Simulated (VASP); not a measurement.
Output of a VASP run:

File OSZICAR:
```
       N       E                     dE             d eps       ncg     rms          rms(c)
DAV:   1    -0.701865895570E+01   -0.70187E+01   -0.57982E+03  1992   0.931E+02
DAV:   2    -0.691227294711E+02   -0.62104E+02   -0.57670E+02  2132   0.195E+02
DAV:   3    -0.709366844825E+02   -0.18140E+01   -0.17919E+01  2224   0.337E+01
DAV:   4    -0.709514393877E+02   -0.14755E-01   -0.14756E-01  2066   0.340E+00
DAV:   5    -0.709516505699E+02   -0.21118E-03   -0.21136E-03  2175   0.417E-01    0.104E+01
DAV:   6    -0.665312706117E+02    0.44204E+01   -0.50028E+00  1953   0.224E+01    0.581E+00
DAV:   7    -0.664904709850E+02    0.40800E-01   -0.53692E-01  1869   0.800E+00    0.352E+00
DAV:   8    -0.665467901874E+02   -0.56319E-01   -0.12238E-01  1938   0.290E+00    0.591E-01
DAV:   9    -0.665443488193E+02    0.24414E-02   -0.47854E-02  1917   0.208E+00    0.120E-01
DAV:  10    -0.665625708683E+02   -0.18222E-01   -0.10870E-02  1920   0.964E-01    0.590E-02
DAV:  11    -0.665631031988E+02   -0.53233E-03   -0.55881E-04  2022   0.242E-01    0.458E-02
DAV:  12    -0.665632729127E+02   -0.16971E-03   -0.34195E-04  1925   0.194E-01    0.988E-03
DAV:  13    -0.665632997666E+02   -0.26854E-04   -0.41519E-05  1908   0.781E-02    0.473E-03
DAV:  14    -0.665633062230E+02   -0.64564E-05   -0.12232E-05  1953   0.404E-02    0.348E-03
DAV:  15    -0.665633121467E+02   -0.59237E-05   -0.24925E-06  2039   0.170E-02    0.806E-04
DAV:  16    -0.665633130193E+02   -0.87260E-06   -0.24911E-07  1965   0.545E-03    0.506E-04
DAV:  17    -0.665633131394E+02   -0.12009E-06   -0.24222E-08   990   0.196E-03    0.243E-04
DAV:  18    -0.665633131174E+02    0.22042E-07   -0.25979E-08   942   0.171E-03
   1 F= -.66563313E+02 E0= -.66563313E+02  d E =0.000000E+00
       N       E                     dE             ncg
```

File OUTCAR:
```
------------------------ aborting loop because EDIFF is reached ----------------------------------------
  FORCE on cell =-STRESS in cart. coord.  units (eV):
  Direction    XX          YY          ZZ          XY          YZ          ZX
  --------------------------------------------------------------------------------------
  Total        0.0270140      0.0270140      0.0270140      0.0000000      0.0000000      0.0000000
  in kB        1.0043732      1.0043732      1.0043732      0.0000000      0.0000000      0.0000000
  external PRESSURE =       1.0043732 kB  Pullay stress =       0.0000000 kB
  volume of cell :       43.09
      direct lattice vectors                 reciprocal lattice vectors
     0.000000000  2.782648064  2.782648064    -0.179684958  0.179684958  0.179684958
     2.782648064  0.000000000  2.782648064     0.179684958 -0.179684958  0.179684958
     2.782648064  2.782648064  0.000000000     0.179684958  0.179684958 -0.179684958
 POSITION                                       TOTAL-FORCE (eV/Angst)
 -----------------------------------------------------------------------------------
      0.00000      0.00000      0.00000         0.000000      0.000000     -0.000000
      1.39132      1.39132      1.39132        -0.000000     -0.000000      0.000000
 -----------------------------------------------------------------------------------
    total drift:                               -0.000000     -0.000000     -0.000000
  FREE ENERGIE OF THE ION-ELECTRON SYSTEM (eV)
  ---------------------------------------------------
  free  energy   TOTEN  =       -66.5633131174 eV

  energy  without entropy=      -66.5633131174  energy(sigma->0) =      -66.56331312

 total charge

# of ion       s       p       d       tot
------------------------------------------
    1        0.751   0.536   8.141   9.428
    2        1.227   1.454   0.109   2.790
--------------------------------------------------
tot          1.978   1.991   8.249  12.218
```
(Selected blocks of OUTCAR.)

File POSCAR:
```
PtAs
1
    0.0000000000     2.7826480643     2.7826480643
    2.7826480643     0.0000000000     2.7826480643
    2.7826480643     2.7826480643     0.0000000000
Pt As
1 1
Direct
  0.0000000000   0.0000000000   0.0000000000
  0.2500000000   0.2500000000   0.2500000000
```

Task: Reconstruct the remaining input files.

Result: Several could match; the one computed here: the input of the run itself, r2SCAN meta-GGA, plane waves, VASP's PBE PAW potentials (set 64).

### KPOINTS
```
kpoints
0
Gamma
13 13 13
0 0 0
```

INCAR:
```
SYSTEM = PtAs
PREC = Accurate
ENCUT = 400
EDIFF = 1E-7
NELM = 100
ALGO = Normal
LREAL = .FALSE.
LASPH = .TRUE.
ISMEAR = -5
METAGGA = R2SCAN
LMIXTAU = .TRUE.
LMAXMIX = 6
LWAVE = .FALSE.
LCHARG = .FALSE.
LORBIT = 11
NEDOS = 601
ISIF = 2
```

### KPOINTS_OPT
```
k-points along high-symmetry lines
10
Line-mode
Reciprocal
  0.000000   0.000000   0.000000 ! GAMMA
 -0.500000  -0.500000   0.000000 ! X

 -0.500000  -0.500000   0.000000 ! X
 -0.375000  -0.375000   0.250000 ! U

 -0.375000   0.000000   0.375000 ! K
  0.000000   0.000000   0.000000 ! GAMMA

  0.000000   0.000000   0.000000 ! GAMMA
 -0.000000  -0.000000   0.500000 ! L

 -0.000000  -0.000000   0.500000 ! L
 -0.500000  -0.250000   0.250000 ! W

 -0.500000  -0.250000   0.250000 ! W
 -0.500000  -0.500000   0.000000 ! X
```

POTCAR, in this order: Pt As (PBE.64 set). Program: vasp_std.

For a metal the tetrahedron method with Blöchl corrections gives inexact stress and forces.

The structure was generated: PtAs was put into the zinc blende type (F-43m), which need not be its known phase. It was relaxed first, which changed the volume by -16 %. The electron count is odd and the run is not spin-polarised, which forces a metal.
